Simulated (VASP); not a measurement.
Consider the following.

```
AlN
1.0
    0.00000     2.12902     2.12902
    2.12902     0.00000     2.12902
    2.12902     2.12902     0.00000
Al N
1 1
Direct
  0.00000   0.00000   0.00000
  0.25000   0.25000   0.25000
```

These are LDA (Ceperley-Alder, Perdew-Zunger), VASP's LDA PAW potentials (set 64) (plane waves; VASP) values and carry that method's errors. Numerical set-up: 520 eV cut-off, 10×10×10 Γ-centred mesh, Gaussian smearing of 0.050 eV, potentials Al N.

### Question
Give the stress tensor in GPa (positive for a compressed cell).

### Answer

```
14.72   0.00   0.00
 0.00  14.72   0.00
 0.00   0.00  14.72
```
The pressure is its mean diagonal, 14.72 GPa.

The compound is AlN in the zinc blende structure, a metastable form; wurtzite is the usual one. This cell is one point of a volume scan, at 0.94 of the reference volume.
